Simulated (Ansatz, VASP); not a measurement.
# SnPtSe2S2 (1T-PtSe2 under 1T-SnS2, AA'): VASP beside Ansatz

Aim: how closely do two programs agree when they are given the same cell, functional and k mesh? The structure shown is the start of the Ansatz relaxation below; VASP solves that cell, so the two are compared at the walk's first step.

Main program and level: Ansatz 0.2.0; plane waves, with VASP 6.6.1 beside it; single point at PBE with D3(BJ).

### 1. Starting point

The cell holds 6 atoms: 2 Se, 1 Pt, 2 S and 1 Sn. Its edges and angles: a = 3.725 Å, b = 3.725 Å, c = 45.233 Å, α = 90.0°, β = 90.0°, γ = 120.0°. Vacuum lies along c.

### 2. Ansatz: relaxation, PBE with D3(BJ)

Ansatz runs on its default PAW (the set named soft_2) files.

The two programs are compared at the cell with which this relaxation starts, whose forces are those of its first step.

Contents of input.yaml:

```yaml
crystal:
  lattice:
    - [3.725, 0.0, 0.0]
    - [-1.8625, 3.2259446291, 0.0]
    - [0.0, 0.0, 45.2328846396]
  atoms:
    - { symbol: Se, position: [0.6666666667, 0.3333333333, 0.4211537723] }
    - { symbol: Pt, position: [0.0, 0.0, 0.446220909] }
    - { symbol: Se, position: [0.3333333333, 0.6666666667, 0.4712880455] }
    - { symbol: S, position: [0.6666666667, 0.3333333333, 0.5387168647] }
    - { symbol: Sn, position: [0.3333333333, 0.6666666667, 0.5587815462] }
    - { symbol: S, position: [0.0, 0.0, 0.5788462277] }
  periodic: [true, true, false]
kpoints:
  mp_grid: { grid: [12, 12, 1] }
hamiltonian:
  xc: pbe
  dispersion: d3bj
scf:
  occupations: { method: fermi_dirac, width: 0.05 }
  convergence: { dr2_threshold: 1.0e-09 }
relax:
  f_tol: 0.004
  max_steps: 90
  cell: {}
output:
  write_potential: true
  write_density: true
  volumetric_format: npy
```

Started as:

```console
> ansatz run input.yaml --threads 2 --pin off --max-ram 3072MiB --backend cpu --events-out ev --progress --plain --runs-dir out
```

Numbers of over 12 decimals in the logs are rounded to 6 here.

The log of the run:

```text
Warning: relax.cell: scf.convergence.dr2_threshold = 1e-9 eV is looser than the 2.04404413495e-10 eV advised for a relaxation that steers and ends on the stress (1e-10 eV for each atom of the cell: 6, times the square of relax.cell.stress_2d_tol = 0.05 N/m over 17.1 Å (the atoms' height at the walk's start and 5 Å past either face), 2.918e-2 GPa, over a crystal's default 0.05). What an SCF threshold leaves in a stress goes as its square root, and in the free energy as the threshold itself, and one threshold admits the most on a small cell: [figures from the program's tests cut] Set scf.convergence.dr2_threshold to 2.04404413495e-10 eV or tighter. [rest of the remark cut]
Engine: ansatz 0.2.0, x86_64-unknown-linux-gnu
Pseudopotentials: kind: paw
Pseudopotential: Se, paw, valence charge 16, recommended cutoff 420 eV (normal), Se.paw.azcp
Pseudopotential: Pt, paw, valence charge 18, recommended cutoff 420 eV (normal), Pt.paw.azcp
Pseudopotential: S, paw, valence charge 6, recommended cutoff 420 eV (normal), S.paw.azcp
Pseudopotential: Sn, paw, valence charge 14, recommended cutoff 420 eV (normal), Sn.paw.azcp
Functional definition: PBE
  parameter kappa = 0.804
  parameter beta = 0.066725
  exchange = pbe_x(kappa = kappa, mu = beta*pi^2/3)
  correlation = pbe_c(beta = beta)
Crystal: 6 atoms, lattice volume = 543.547 Å³
Basis set: ecut = 420 eV, 10675 PW (Γ), exchange–correlation on 50×50×640 points (8 copies of the dense FFT grid, shifted against one another)
Bands: 46, of which v1, the nominal top of the filled ones, is band 38 counted from 1 (37 counted from 0)
Symmetry: 6 space group operations
Space group: P3m1 (ITA 156), of the structure as read, at distance tolerance 8.2e-5 Å
k-points: 19 of 144 (time reversal used)
Non-local potential: Se, projectors of the file, l = 0: 2, l = 1: 2, l = 2: 3, l = 3: 1
Non-local potential: Pt, projectors of the file, l = 0: 3, l = 1: 2, l = 2: 2, l = 3: 1
Non-local potential: S, projectors of the file, l = 0: 2, l = 1: 2, l = 2: 2
Non-local potential: Sn, projectors of the file, l = 0: 2, l = 1: 2, l = 2: 2, l = 3: 2
PAW form: soft (Blöchl's): semilocal exchange-correlation on the pseudo side does not see the compensation charge
PAW one-centre angular grid: Se, 590 points (default); XC on 64 Gauss nodes
PAW one-centre angular grid: Pt, 590 points (default); XC on 64 Gauss nodes
PAW one-centre angular grid: S, 110 points (default); XC on 64 Gauss nodes
PAW one-centre angular grid: Sn, 590 points (default); XC on 64 Gauss nodes
Initial density: superposition of atomic densities (neutral atoms: chi_scale 0, normalization atom), corrected by the library's trained network
Initial wavefunctions: pseudopotential atomic-orbital guess
Functional: x = pbe(κ = 0.804, μ = 0.219515), c = pbe(β = 0.066725)
SCF iter   1: F=—  HF=-31290.054263 eV  |F-HF|=—  |Δ(HF+E_count)|=         —  Δρ=1.91e-3  dr2=5.17e-2  ethr=1.77e-3  ⟨swp⟩=18.4  Hψ=6330  notcnv=0  defer=9
preconditioner: auto → Resta (q_TF=auto, 1.966 Å⁻¹)  ε∞=1.7  [insulator: Δε(μ)=1.179 eV  Ē_g=13.510 eV  σ=0.050 eV  W_gap=1.00  n_scr=46 (ndim 8)  ℏωp=11.0 eV  f_vac=0.762  D(μ)=0.00/eV (n_scr^D=0)  ε∞_Penn≈1.7  vacuum switching on, ρ_ref=1.3e-2 e/Å³]
SCF iter   2: F=—  HF=-31290.050228 eV  |F-HF|=—  |Δ(HF+E_count)|=   4.04e-3  Δρ=1.32e-3  dr2=7.03e-2  ethr=6.80e-5  ⟨swp⟩=4.3  Hψ=2181  notcnv=0  defer=38
SCF iter   3: F=—  HF=-31290.047733 eV  |F-HF|=—  |Δ(HF+E_count)|=   2.49e-3  Δρ=9.50e-4  dr2=4.80e-2  ethr=6.80e-5  ⟨swp⟩=3.5  Hψ=1415  notcnv=0  defer=38
SCF iter   4: F=—  HF=-31290.043796 eV  |F-HF|=—  |Δ(HF+E_count)|=   3.94e-3  Δρ=3.94e-4  dr2=6.59e-3  ethr=6.31e-5  ⟨swp⟩=2.1  Hψ=1235  notcnv=0  defer=37
SCF iter   5: F=—  HF=-31290.043317 eV  |F-HF|=—  |Δ(HF+E_count)|=   4.79e-4  Δρ=1.66e-4  dr2=3.97e-4  ethr=8.68e-6  ⟨swp⟩=2.9  Hψ=1311  notcnv=0  defer=37
SCF iter   6: F=—  HF=-31290.043383 eV  |F-HF|=—  |Δ(HF+E_count)|=   6.59e-5  Δρ=6.03e-5  dr2=1.48e-5  ethr=5.22e-7  ⟨swp⟩=3.2  Hψ=1551  notcnv=0  defer=37
SCF iter   7: F=—  HF=-31290.043351 eV  |F-HF|=—  |Δ(HF+E_count)|=   3.13e-5  Δρ=2.50e-5  dr2=5.58e-6  ethr=1.94e-8  ⟨swp⟩=3.5  Hψ=2003  notcnv=0  defer=37
SCF iter   8: F=—  HF=-31290.043451 eV  |F-HF|=—  |Δ(HF+E_count)|=   1.00e-4  Δρ=1.33e-5  dr2=1.61e-6  ethr=7.35e-9  ⟨swp⟩=2.7  Hψ=1360  notcnv=0  defer=37
[...]
SCF 7 converged in 10 iterations: F = -31293.681749 eV  dr2 = 9.96e-11
relax step   7: F+E_penalty+E_count = -31293.68174917 eV  Δ(F+E_penalty+E_count) = -8.505e-4 eV  max|allowed force component| = 3.009e-2 eV/Å  Δτ_max = 0.0144 Å  P = -0.071 N/m  Ω = 535.962 Å³  energy of the carried Pulay correction = +7.475e-4 eV  fix = [c, alpha, beta]  reactions: c -0.000 N/m  (10 SCF iters, accepted)
[...]
relax step   8: F+E_penalty+E_count = -31293.68183512 eV  Δ(F+E_penalty+E_count) = -8.595e-5 eV  max|allowed force component| = 2.349e-3 eV/Å  Δτ_max = 0.0041 Å  P = +0.012 N/m  Ω = 535.767 Å³  energy of the carried Pulay correction = +7.669e-4 eV  fix = [c, alpha, beta]  reactions: c +0.000 N/m  (8 SCF iters, accepted)
[...]
relax step   9: F+E_penalty+E_count = -31293.68139884 eV  Δ(F+E_penalty+E_count) = +4.363e-4 eV  max|allowed force component| = 2.360e-3 eV/Å  Δτ_max = 0.0000 Å  P = -0.020 N/m  Ω = 535.767 Å³  fix = [c, alpha, beta]  reactions: c -0.000 N/m  stress off target by 2.00e-2 N/m on what of the cell is left free  SCF on the basis re-selected at this cell (its energy is not comparable with the rows above)  (5 SCF iters)
basis re-selected at this cell: Δ(F+E_penalty+E_count) = +4.363e-4 eV, ΔP = -0.032 N/m vs the last step (what re-selecting the basis moved, of the pressure what is left beyond the Pulay correction that the steps carried, after the strain that the cell walked since its last selection, with what the two solves' SCF thresholds leave and, on support functions, any second-order correction that the steps lacked; it is no m [...]
SCF converged after 5 iterations
Free energy (F): -31293.681399 eV
Harris-Foulkes:  -31293.681399 eV  (|F-HF|=1.49e-10)
Internal energy: -31293.678215 eV  (E = F + TS)
E sigma→0 (E₀):  -31293.679807 eV
Entropy (-TS):   -0.003183 eV (-0.531 meV/atom)
Fermi energy:    -5.390271 eV
--- Per-component energies (eV) ---
  E_band       = -2308.518193
  E_kinetic    = 1273.918210
  E_local      = -363660.156169  (includes V_loc(G=0)·N_el)
  E_nonlocal   = -964.004846
  E_hartree    = 181018.450381
  E_xc         = -1044.675671
  E_vxc        = -767.613743  (∫ρ·V_xc dr)
  E_paw        = -18620.708200  (= ΣΔE_a)
  E_vpaw       = -227.561628  (= ΣTr[D̂ρ^β])
  E_aug_tail   = -0.000970  (compensation charges beyond the density's cutoff)
  E_ewald      = 170705.431254
  E_disp       = -1.932205  (pairwise vdW)
  E_smearing   = -0.003183  (= −TS)
  E_closure    = 0.000000  (closes the sum)
  Σ components = -31293.681399   (vs F -31293.681399, Δ=0.00e0)
--- Forces (eV/Å), atoms counted from 1 ---
  atom   1  Se     0.00000000     0.00000000    -0.00063511
  atom   2  Pt     0.00000000     0.00000000    -0.00235964
  atom   3  Se    -0.00000000    -0.00000000     0.00225411
  atom   4  S      0.00000000     0.00000000    -0.00054994
  atom   5  Sn     0.00000000    -0.00000000     0.00061841
  atom   6  S      0.00000000    -0.00000000     0.00067347
  max |Σ_I F_I| component: 1.30e-6 eV/Å
--- 2D stress c σ (N/m, compression-positive) ---
       -0.020013      -0.000000      -0.000000
       -0.000000      -0.020013       0.000000
       -0.000000       0.000000      -0.000000
  P = ½ c Tr σ = -0.0200 N/m
--- Band table (eV; the first three rows and the last of 19) ---
  k-point 0: bands = [... 34 lower, -6.9103, -6.0906, -5.6717, -5.6717, -4.2650, -3.0824, -2.7022, -2.7022, ... 4 higher]
  k-point 1: bands = [... 34 lower, -6.9244, -5.9862, -5.6660, -5.6477, -4.0582, -3.1827, -2.8172, -2.6917, ... 4 higher]
  k-point 2: bands = [... 34 lower, -6.9002, -5.9348, -5.7328, -5.5908, -4.1499, -3.7852, -3.0263, -2.1534, ... 4 higher]
  k-point 18: bands = [... 34 lower, -7.5676, -7.3820, -6.6829, -6.6182, -4.3225, -3.7833, -3.6989, -0.8759, ... 4 higher]
  the weakly bound empty levels are not read free of the cell's end (no_gap_told)
--- Relaxed structure (8 steps of the walk, 8 accepted, 1 SCFs on fresh bases) ---
  F+E_penalty+E_count = -31293.68139884 eV   max|allowed force component| = 2.360e-3 eV/Å   (the final SCF, on the basis selected at the relaxed cell)
  cell:  # Å, volume = 535.7669 Å³
    - [3.698243, 0, 0]
    - [-1.849122, 3.202773, 0]
    - [0, 0, 45.2328846396]
  atoms:
    - { symbol: Se, position: [0.666667, 0.333333, 0.411420] }
    - { symbol: Pt, position: [0, 0, 0.440962] }
    - { symbol: Se, position: [0.333333, 0.666667, 0.469996] }
    - { symbol: S, position: [0.666667, 0.333333, 0.531662] }
    - { symbol: Sn, position: [0.333333, 0.666667, 0.564245] }
    - { symbol: S, position: [0, 0, 0.596721] }
```

### 3. VASP: single point, PBE with D3(BJ), start cell

The same cell, functional, mesh and smearing now go to VASP, with its own data sets.

Lines of VASP's logs that name or quote its potential files are left out, and so is its time.

Contents of INCAR:

```
SYSTEM = SnPtSe2S2
PREC = Accurate
ENCUT = 400
EDIFF = 1E-06
NELM = 120
ISMEAR = -1
SIGMA = 0.05
LREAL = .FALSE.
ALGO = Normal
GGA = PE
IVDW = 12
NBANDS = 30
LASPH = .TRUE.
LORBIT = 11
LWAVE = .FALSE.
LCHARG = .FALSE.
ISIF = 2
LDIPOL = .TRUE.
IDIPOL = 3
DIPOL = 0.5 0.5 0.503
LVHAR = .TRUE.
GGA_COMPAT = .FALSE.
EFERMI = MIDGAP
NELMDL = -8
KPAR = 2
```

Contents of POSCAR:

```
SnPtSe2S2
1.0
    3.7250000000      0.0000000000      0.0000000000
   -1.8625000000      3.2259450000      0.0000000000
    0.0000000000      0.0000000000     45.2328850000
Se Pt S Sn
2 1 2 1
Direct
    0.6666666667      0.3333333333      0.4211537690
    0.3333333333      0.6666666667      0.4712880463
    0.0000000000      0.0000000000      0.4462209076
    0.6666666667      0.3333333333      0.5387168650
    0.0000000000      0.0000000000      0.5788462310
    0.3333333333      0.6666666667      0.5587815369
```

Contents of KPOINTS:

```
Automatic mesh
0
Gamma
12 12 1
0 0 0
```

The projector-augmented-wave data sets are Se, Pt, S and Sn_d (PBE family, release 64).

Started as:

```console
> mpirun -np 2 vasp_std
```

The log of the run:

```text
[banner, memory and clock lines left out]
running    2 mpi-ranks, on    1 nodes
 distrk:  each k-point on    1 cores,    2 groups
 distr:  one band on    1 cores,    1 groups

 POSCAR found type information on POSCAR SePtS Sn
 POSCAR found :  4 types and       6 ions
 LDA part: xc-table for (Slater+PW92), standard interpolation
 POSCAR, INCAR and KPOINTS ok, starting setup
 FFT: planning ... GRIDC
 FFT: planning ... GRID_SOFT
 FFT: planning ... GRID
 WAVECAR not read
 entering main loop
       N       E                     dE             d eps       ncg     rms          rms(c)
DAV:   1     0.383209195238E+03    0.38321E+03   -0.16234E+04  1324   0.101E+03
DAV:   2     0.270145449287E+02   -0.35619E+03   -0.34473E+03  1580   0.237E+02
DAV:   3    -0.235634055328E+02   -0.50578E+02   -0.49932E+02  1448   0.108E+02
DAV:   4    -0.253656559904E+02   -0.18023E+01   -0.17790E+01  1494   0.241E+01
DAV:   5    -0.254251385692E+02   -0.59483E-01   -0.59410E-01  1600   0.372E+00
DAV:   6    -0.254265057150E+02   -0.13671E-02   -0.13669E-02  1618   0.567E-01
DAV:   7    -0.254265429932E+02   -0.37278E-04   -0.37275E-04  1624   0.870E-02
DAV:   8    -0.254265438593E+02   -0.86608E-06   -0.86582E-06  1472   0.122E-02    0.211E+01
DAV:   9    -0.239027708925E+02    0.15238E+01   -0.54182E+00  1346   0.217E+01    0.132E+01
DAV:  10    -0.238298753179E+02    0.72896E-01   -0.27479E+00  1312   0.125E+01    0.489E+00
DAV:  11    -0.236845791234E+02    0.14530E+00   -0.38488E-01  1344   0.554E+00    0.120E+00
DAV:  12    -0.236776650566E+02    0.69141E-02   -0.85573E-02  1346   0.208E+00    0.586E-01
DAV:  13    -0.236760155120E+02    0.16495E-02   -0.15816E-02  1314   0.917E-01    0.258E-01
DAV:  14    -0.236761757436E+02   -0.16023E-03   -0.12509E-03  1510   0.332E-01    0.100E-01
[...]
DAV:  19    -0.236764016340E+02   -0.27297E-04   -0.21907E-06  1114   0.823E-03    0.254E-03
DAV:  20    -0.236764458189E+02   -0.44185E-04   -0.40315E-06  1156   0.649E-03    0.403E-03
DAV:  21    -0.236764757402E+02   -0.29921E-04   -0.12466E-06  1016   0.419E-03    0.159E-03
DAV:  22    -0.236764908389E+02   -0.15099E-04   -0.62841E-07   946   0.298E-03    0.124E-03
DAV:  23    -0.236764931873E+02   -0.23484E-05   -0.76378E-08   888   0.150E-03    0.615E-04
DAV:  24    -0.236765003314E+02   -0.71440E-05   -0.11429E-07   852   0.183E-03    0.908E-04
DAV:  25    -0.236765045477E+02   -0.42163E-05   -0.93857E-08   858   0.227E-03    0.352E-04
DAV:  26    -0.236765051156E+02   -0.56798E-06   -0.26166E-08   864   0.771E-04
   1 F= -.25716836E+02 E0= -.25716832E+02  d E =-.682899E-05
```

From OUTCAR (step 3):

```text
ion  position               nearest neighbor table
   1  0.667  0.333  0.421-   3 2.43   3 2.43   3 2.43
   2  0.333  0.667  0.471-   3 2.43   3 2.43   3 2.43
   3  0.000  0.000  0.446-   1 2.43   1 2.43   2 2.43   2 2.43   1 2.43   2 2.43
   4  0.667  0.333  0.539-   6 2.33   6 2.33   6 2.33
   5  0.000  0.000  0.579-   6 2.33   6 2.33   6 2.33
   6  0.333  0.667  0.559-   4 2.33   4 2.33   4 2.33   5 2.33   5 2.33   5 2.33

  LATTYP: Found a hexagonal cell.
 ALAT       =     3.7250000000
 C/A-ratio  =    12.1430563758

 Subroutine GETGRP returns: Found  6 space group operations
 (whereof  6 operations were pure point group operations)

The static configuration has the point symmetry C_3v.

 Found     19 irreducible k-points:

   k-points           NKPTS =     19   k-points in BZ     NKDIM =     19   number of bands    NBANDS=     30

   dimension x,y,z NGX =    24 NGY =   24 NGZ =  300
   dimension x,y,z NGXF=    48 NGYF=   48 NGZF=  600

   ENCUT  =  400.0 eV  29.40 Ry    5.42 a.u.   6.07  6.07 73.76*2*pi/ulx,y,z

   NELECT =      48.0000    total number of electrons

 k-points in reciprocal lattice and weights: Automatic mesh
   0.00000000  0.00000000  0.00000000       0.007
   0.08333333  0.00000000  0.00000000       0.042
   0.16666667  0.00000000  0.00000000       0.042
   0.25000000  0.00000000  0.00000000       0.042
   0.33333333  0.00000000  0.00000000       0.042
   0.41666667  0.00000000  0.00000000       0.042
   0.50000000  0.00000000  0.00000000       0.021
   0.08333333  0.08333333  0.00000000       0.042
   0.16666667  0.08333333  0.00000000       0.083
[...]
0.33333333  0.25000000  0.00000000       0.083
   0.33333333  0.33333333  0.00000000       0.014

 dipolmoment           0.000000      0.000000     -0.014326 electrons x Angstroem

 average (electrostatic) potential at core
       1 -61.1793       2 -61.2188       3 -77.4368       4 -94.3165       5 -94.2713
       6-110.2560

 E-fermi :  -2.1588

 k-point     1 :       0.0000    0.0000    0.0000
  band No.  band energies     occupation
    ...
     20      -4.9128      2.00000
     21      -3.8846      2.00000
     22      -3.3935      2.00000
     23      -3.2736      2.00000
     24      -3.2736      2.00000
     25      -1.7754      0.00093
     26       0.1397      0.00000
     27       0.3707      0.00000
     28       0.3707      0.00000
     29       1.1583      0.00000
    ...

 k-point     2 :       0.0833    0.0000    0.0000
  band No.  band energies     occupation
    ...
     20      -4.4671      2.00000
     21      -4.2657      2.00000
     22      -3.2875      2.00000
     23      -3.2750      2.00000
     24      -3.0570      2.00000
     25      -1.3581      0.00000
     26      -0.2106      0.00000
     27       0.2231      0.00000
     28       0.2235      0.00000
     29       1.0611      0.00000
    ...

 k-point     3 :       0.1667    0.0000    0.0000
  band No.  band energies     occupation
    ...
     20      -4.5891      2.00000
     21      -3.9068      2.00000
     22      -3.4210      2.00000
     23      -3.2057      2.00000
     24      -2.8036      1.99999
     25      -1.1205      0.00000
     26      -0.7928      0.00000
     27      -0.0115      0.00000
     28       0.3284      0.00000
     29       1.4699      0.00000
    ...

 Edisp (eV)   -2.04033

  Total      21.97829    21.97829    15.18636    -0.00000    -0.00000    -0.00000
  in kB      64.78387    64.78389    44.76378    -0.00000    -0.00000    -0.00000
  external pressure =       58.11 kB  Pullay stress =        0.00 kB

  energy-cutoff  :      400.00
  volume of cell :      543.55
      direct lattice vectors                 reciprocal lattice vectors
     3.725000000  0.000000000  0.000000000     0.268456376  0.154993343  0.000000000
    -1.862500000  3.225945000  0.000000000     0.000000000  0.309986686  0.000000000
     0.000000000  0.000000000 45.232885000     0.000000000  0.000000000  0.022107809

 POSITION                                       TOTAL-FORCE (eV/Angst)
 -----------------------------------------------------------------------------------
      1.86250      1.07531     19.05000         0.000000     -0.000000     -2.393668
     -0.00000      2.15063     21.31772        -0.000000      0.000000      2.351474
      0.00000      0.00000     20.18386         0.000000     -0.000000      0.151242
      1.86250      1.07531     24.36772        -0.000000      0.000000     -5.761844
      0.00000      0.00000     26.18288         0.000000      0.000000      5.717257
     -0.00000      2.15063     25.27530         0.000000     -0.000000     -0.064461
 -----------------------------------------------------------------------------------
    total drift:                               -0.000000     -0.000000      0.000276

  FREE ENERGIE OF THE ION-ELECTRON SYSTEM (eV)
  ---------------------------------------------------
  free  energy   TOTEN  =       -25.7168355978 eV

  energy  without entropy=      -25.7168287688  energy(sigma->0) =      -25.71683218

 vacuum level on the upper side and lower side of the slab         2.524         2.741

 total charge
# of ion       s       p       d       tot
------------------------------------------
    1        1.476   2.310   0.080   3.866
    2        1.477   2.309   0.082   3.868
    3        0.733   0.844   8.095   9.671
    4        1.364   2.517   0.000   3.880
    5        1.361   2.522   0.000   3.884
    6        1.026   1.379  10.359  12.763
--------------------------------------------------
tot          7.435  11.881  18.616  37.932

[... 3 further parts left out ...]
```

### 4. Comparison

Known differences besides the potentials themselves: Ansatz cuts the interaction across the vacuum, VASP repeats the sheet with a dipole correction; the data sets hold 76 valence electrons in Ansatz (on its default PAW (the set named soft_2) files) and 48 in VASP; the cutoff is 420 eV in Ansatz and 400 eV in VASP. Total energies have different zeros and are not compared.

Forces (eV/Å; atoms numbered as in POSCAR):

```tsv
atom	Ansatz x, y, z	VASP x, y, z
Se1	0.000, 0.000, -2.385	0.000, 0.000, -2.394
Se2	0.000, 0.000, 2.343	0.000, 0.000, 2.351
Pt3	0.000, 0.000, 0.153	0.000, 0.000, 0.151
S4	0.000, 0.000, -5.782	0.000, 0.000, -5.762
S5	0.000, 0.000, 5.736	0.000, 0.000, 5.717
Sn6	0.000, 0.000, -0.065	0.000, 0.000, -0.064
```

The forces differ by 7.1 meV/Å r.m.s., which is 0.3 % of the r.m.s. force of 2.071 eV/Å (both taken over all components). With vacuum in the cell, a pressure given here is an average over mostly empty space and none of the material.

### 5. Summary of results

```
r.m.s. force difference (single point, PBE with D3(BJ), start cell) : 0.34 % of the r.m.s. force
```

**Reading.** The r.m.s. force difference is 0.34 % of the r.m.s. force (single point, PBE with D3(BJ), start cell), within the 3 % picked in this series as the mark of a large difference. The data sets hold unlike numbers of valence electrons (76 in Ansatz and 48 in VASP), so part of the differences comes from the potentials. 1 further run of this series is not shown here. How closely two codes agree says nothing of how well the functional describes the real material.

[Lines on the potential files, build, host, timing and source positions are cut from VASP's logs without a mark.]

[Logs are printed without paths, hosts, clocks, repeated set-up lines and the standing remarks that a program may print on its own settings, such as how far it seeks lower states.]

[Hosts, paths, dates, database ids (printed as entryN), source tags and the programs' standing remarks are cut or masked in the printed files.]
